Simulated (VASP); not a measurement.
# WS2 (Tungstenite) with PBE + D3(BJ): from relaxation to properties, part 3 of 3

What structure and properties does PBE + D3(BJ) give WS2 (Tungstenite), and how near are they to the measured ones? The start is a cell from a database of measured crystal structures.

VASP 6.6.1, plane waves and PAW; the level of theory is named at each step.

So far, gap on the k-mesh (eV): step 2 (relaxing cell and atoms (PBE + D3(BJ)), PBE with D3(BJ)) 1.01; step 8 (dielectric tensor and Born charges (PBE + D3(BJ)), PBE with D3(BJ)) 0.906; step 9 (optical spectrum (PBE + D3(BJ)), PBE with D3(BJ)) 0.973; step 10 (core-level energies (PBE + D3(BJ)), PBE with D3(BJ)) 1.01; step 12 (starting orbitals for the hybrid, PBE) 0.973.

### 14. Bands along the symmetry lines (TB-mBJ)

This step: TB-mBJ; plane waves and PAW (W, S) (VASP 6.6.1).

The mesh alone shows little of the dispersion and can miss band extrema, so KPOINTS_OPT adds a path through the symmetry points after the self-consistent cycle. TB-mBJ is a local potential fitted to gaps: it costs far less than a hybrid but gives no energy.

Input file INCAR:

```
SYSTEM = WS2
PREC = Accurate
ENCUT = 400
EDIFF = 1E-06
NELM = 150
ISMEAR = 0
SIGMA = 0.05
LREAL = .FALSE.
ALGO = Normal
METAGGA = MBJ
LASPH = .TRUE.
NBANDS = 34
LORBIT = 11
LWAVE = .FALSE.
LCHARG = .FALSE.
KPAR = 4
```

Input file POSCAR:

```
WS2
1.0
    3.1486605179      0.0000000000      0.0000000000
   -1.5743302589      2.7268199963      0.0000000000
    0.0000000000      0.0000000000     12.1150909766
W S
2 4
Direct
    0.3333333333      0.6666666667      0.2500000000
    0.6666666667      0.3333333333      0.7500000000
    0.3333333333      0.6666666667      0.6200982082
    0.6666666667      0.3333333333      0.1200982082
    0.3333333333      0.6666666667      0.8799017918
    0.6666666667      0.3333333333      0.3799017918
```

Input file KPOINTS:

```
Automatic mesh
0
Gamma
7 7 2
0 0 0
```

Input file KPOINTS_OPT:

```
Line mode
16
Line-mode
Reciprocal
  0.00000000   0.00000000   0.00000000 GAMMA
  0.50000000   0.00000000   0.00000000 M

  0.50000000   0.00000000   0.00000000 M
  0.33333333   0.33333333   0.00000000 K

  0.33333333   0.33333333   0.00000000 K
  0.00000000   0.00000000   0.00000000 GAMMA

  0.00000000   0.00000000   0.00000000 GAMMA
  0.00000000   0.00000000   0.50000000 A

  0.00000000   0.00000000   0.50000000 A
  0.50000000   0.00000000   0.50000000 L

  0.50000000   0.00000000   0.50000000 L
  0.33333333   0.33333333   0.50000000 H

  0.33333333   0.33333333   0.50000000 H
  0.00000000   0.00000000   0.50000000 A

  0.50000000   0.00000000   0.50000000 L
  0.50000000   0.00000000   0.00000000 M

  0.33333333   0.33333333   0.00000000 K
  0.33333333   0.33333333   0.50000000 H
```

Potentials, in the order of the species: W and S (PBE family, release 64).

Command:

```bash
$ mpirun -np 4 vasp_std
```

The job ended after 74 s (4 MPI ranks of Intel Xeon 6975P-C (Granite Rapids), shared host; peak memory 0.94 GiB).

This functional is a potential without an energy, so its energies, forces and stress mean nothing and are not read.

Numbers from this step:

| Quantity | Value |
| --- | --- |
| SCF cycles | 54 |
| bands | 34 |
| irreducible k-points | 16 |
| Fermi energy | 6.938 eV |
| least gap on mesh and path | 1.145 eV |
| least direct gap on mesh and path | 1.974 eV |
| conduction bottom at k | 0.1778, 0.1778, 0 |

The electronic bands at the labelled points (eV, zero at the valence-band top; v1 is the highest filled band, c1 the lowest empty one):

| point | v4 | v3 | v2 | v1 | c1 | c2 | c3 | c4 |
| --- | --- | --- | --- | --- | --- | --- | --- | --- |
| Γ | -2.40 | -1.61 | -1.19 | 0.00 | 2.35 | 2.35 | 2.45 | 2.45 |
| 0.53 of the way | -2.63 | -2.14 | -1.73 | -1.54 | 1.55 | 1.89 | 2.13 | 2.44 |
| M | -2.19 | -1.96 | -1.73 | -1.53 | 2.38 | 2.43 | 2.77 | 3.01 |
| 0.47 of the way | -3.21 | -2.81 | -1.26 | -1.01 | 2.07 | 2.19 | 2.95 | 3.00 |
| K | -3.12 | -3.12 | -0.73 | -0.54 | 1.43 | 1.43 | 2.33 | 3.37 |
| 0.53 of the way | -2.33 | -1.97 | -1.53 | -1.48 | 1.18 | 1.95 | 2.09 | 2.38 |
| Γ | -2.40 | -1.61 | -1.19 | 0.00 | 2.35 | 2.35 | 2.45 | 2.45 |
| 0.47 of the way | -2.41 | -2.15 | -0.77 | -0.07 | 2.36 | 2.36 | 2.44 | 2.44 |
| A | -2.44 | -2.44 | -0.32 | -0.32 | 2.40 | 2.40 | 2.40 | 2.40 |
| 0.47 of the way | -2.47 | -2.47 | -1.40 | -1.40 | 1.91 | 1.91 | 2.02 | 2.02 |
| L | -2.07 | -2.07 | -1.62 | -1.62 | 2.40 | 2.40 | 2.91 | 2.91 |
| 0.53 of the way | -3.10 | -3.10 | -1.05 | -1.05 | 2.04 | 2.04 | 2.99 | 2.99 |
| H | -3.33 | -3.33 | -0.65 | -0.65 | 1.43 | 1.43 | 2.86 | 2.86 |
| 0.47 of the way | -2.33 | -2.33 | -1.55 | -1.55 | 1.54 | 1.54 | 2.39 | 2.39 |
| A | -2.44 | -2.44 | -0.32 | -0.32 | 2.40 | 2.40 | 2.40 | 2.40 |
| jump to L | -2.07 | -2.07 | -1.62 | -1.62 | 2.40 | 2.40 | 2.91 | 2.91 |
| 0.53 of the way | -2.16 | -1.99 | -1.70 | -1.55 | 2.38 | 2.42 | 2.81 | 2.98 |
| M | -2.19 | -1.96 | -1.73 | -1.53 | 2.38 | 2.43 | 2.77 | 3.01 |
| jump to K | -3.12 | -3.12 | -0.73 | -0.54 | 1.43 | 1.43 | 2.33 | 3.37 |
| 0.47 of the way | -3.20 | -3.20 | -0.71 | -0.57 | 1.43 | 1.43 | 2.46 | 3.35 |
| H | -3.33 | -3.33 | -0.65 | -0.65 | 1.43 | 1.43 | 2.86 | 2.86 |

Of the projections kept (W, S), the largest for each band there; the rest of the weight can lie on other orbitals:

| point | v4 | v3 | v2 | v1 | c1 | c2 | c3 | c4 |
| --- | --- | --- | --- | --- | --- | --- | --- | --- |
| Γ | W 0.58 | S 0.91 | W 0.86 | W 0.71 | S 0.55 | S 0.55 | W 0.57 | W 0.57 |
| M | S 0.81 | S 0.79 | W 0.72 | W 0.77 | W 0.98 | W 0.97 | W 0.91 | W 0.92 |
| K | S 0.67 | S 0.67 | W 0.85 | W 0.82 | W 0.96 | W 0.96 | W 0.80 | W 0.81 |
| Γ | W 0.58 | S 0.91 | W 0.86 | W 0.71 | S 0.55 | S 0.55 | W 0.57 | W 0.57 |
| A | W 0.57 | W 0.57 | W 0.68 | W 0.68 | W 0.51 | W 0.51 | W 0.51 | W 0.51 |
| L | S 0.80 | S 0.80 | W 0.75 | W 0.75 | W 0.97 | W 0.97 | W 0.91 | W 0.91 |

The gap moves by +0.25 eV against PBE with D3(BJ).

### 15. Outcome

| Quantity | Value |
| --- | --- |
| relaxed volume | 17.34 Å³/atom |
| relaxed conventional cell a, b, c | 3.149, 3.149, 12.115 Å; angles 90.0, 90.0, 120.0° |
| space group after relaxing, within 0.02 Å | P6_3/mmc (No. 194) |
| band gap | 0.898 eV, indirect (least direct gap of that run 1.84 eV) |
| gap among the points of the DOS mesh alone, an upper bound | 0.973 eV |
| highest zone-centre mode | 441 cm⁻¹ |
| electronic dielectric constant, mean | 11.6 |
| strongest peak of ε2, mean over directions | 2.79 eV |
| ε1 at zero frequency, no local fields, mean | 13.0 |
| shallowest level of the frozen cores | W1 4f, 29.2 eV deep |
| band gap (PBE + D3(BJ) + SOC) | 0.855 eV, indirect (least direct gap of that run 1.65 eV) |
| band gap (HSE06) | 1.51 eV, indirect (least direct gap of that run 2.32 eV) |
| band gap (TB-mBJ) | 1.15 eV, indirect (least direct gap of that run 1.97 eV) |

What this shows: With PBE + D3(BJ), WS2 (Tungstenite) relaxes to 17.34 Å³/atom in space group P6_3/mmc (held by the symmetry of the run) and has an indirect gap of 0.898 eV (1.51 eV with HSE06). Against the listed cell the volume lies -2.0 % (a -0.1 %, c -1.7 %). Dielectric tensor and Born charges (PBE + D3(BJ)): Mean Born effective charge: W1 -0.5566, S3 0.2783 e. Bands along the symmetry lines (PBE + D3(BJ) + SOC): On this path the gap is indirect, 0.85 eV, with the valence top at Γ and the conduction bottom between K and Γ. The least direct gap is 1.65 eV. Band structure (HSE06): The path shows an indirect gap of 1.51 eV (valence top at Γ, conduction bottom between K and Γ). The least direct gap is 2.32 eV. Bands along the symmetry lines (TB-mBJ): On this path the gap is indirect, 1.15 eV, with the valence top at Γ and the conduction bottom between K and Γ. The least direct gap is 1.97 eV. The other levels ran on the cell relaxed with PBE + D3(BJ), and without spin-orbit coupling unless named. Semilocal functionals usually underestimate gaps. Modes at Γ alone can't show that the crystal is stable at other wave vectors, and the LO-TO splitting is not included. No search among competing phases was made, and a listed structure need not be the one stable at ambient conditions. All values are for a static lattice at zero temperature.

Comparison with the measured values:

| quantity | measured | PBE with D3(BJ) |
| --- | --- | --- |
| lattice constant a (Å) | 3.1532 | 3.149 (-0.1 %) |
| lattice constant c (Å) | 12.323 | 12.115 (-1.7 %) |
| Raman mode, A1g (out-of-plane) (cm⁻¹) | 421 | 425 (+1.1 %) |

Measured values from arxiv:1208.1325 (2012).

How well it matches: The lattice constant a is off by -0.1 %: good agreement. The lattice constant c is off by -1.7 %: fair agreement. The Raman mode is off by +1.1 %: good agreement. The grades are ours: good and fair within 0.7 and 1.5 % for the lattice constant a, 0.8 and 2 % for the lattice constant c and 3 and 7 % for the Raman mode. 1 further measured lines are left out: they lack a usable label, or no computed mode of their label or degeneracy could be paired (by label, or within 15 % without labels). Zero-point motion and thermal expansion (measured at up to 300 K) are not in the computed lattice constants and Raman mode.

[Lines on the potential files, build, host, timing and source positions are cut from VASP's logs without a mark.]

[Logs are printed without paths, hosts, clocks, repeated set-up lines and the standing remarks that a program may print on its own settings, such as how far it seeks lower states.]

[Hosts, paths, dates, database ids (printed as entryN), source tags and the programs' standing remarks are cut or masked in the printed files.]

[A measured line is paired with the nearest computed mode of its activity, which favours agreement.]
